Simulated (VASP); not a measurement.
Here is the system:

```xyz
3
Lattice="3.8791 0.0000 0.0000 -1.9396 3.3594 0.0000 0.0000 0.0000 21.2799" Properties=species:S:1:pos:R:3 pbc="T T T"
Se     1.9396     1.1198     8.9271
Se     0.0000     2.2396    12.3528
Sn     0.0000     0.0000    10.6400
```

Computed with PBE GGA, VASP's PBE PAW potentials (set 64) (plane waves; VASP). Settings: PREC = Normal, EDIFF = 1E-5, 400 eV cut-off, 12×12×1 Γ-centred mesh, Gaussian smearing of 0.050 eV, potentials Se Sn_d.

Q: The ions and cell shape at fixed volume are relaxed. What does this cell relax into?

A: 
```xyz
3
Lattice="3.8693 0.0000 0.0000 -1.9346 3.3509 0.0000 0.0000 0.0000 21.3883" Properties=species:S:1:pos:R:3 pbc="T T T"
Se     1.9346     1.1170     9.0978
Se     0.0000     2.2339    12.2905
Sn     0.0000     0.0000    10.6942
```

Q: How much energy does the relaxation gain?

A: The energy (σ→0) changes by -40.5 meV/atom, in 8 ionic steps.

| step | E(σ→0) (eV) | max force (eV/Å) | pressure (GPa) | volume (Å³) |
|---|---|---|---|---|
| 1 | -11.7419 | 0.979 | -1.11 | 277.31 |
| 2 | -11.8318 | 0.403 | -0.77 | 277.31 |
| 3 | -11.8389 | 0.172 | -0.62 | 277.31 |
| 4 | -11.8475 | 0.122 | -0.49 | 277.31 |
| 5 | -11.8618 | 0.041 | -0.10 | 277.31 |
| 6 | -11.8623 | 0.086 | 0.02 | 277.31 |
| 7 | -11.8634 | 0.044 | -0.04 | 277.31 |
| 8 | -11.8635 | 0.002 | -0.03 | 277.31 |

The cell is a sheet with vacuum, built from SnSe2 (1T layered).
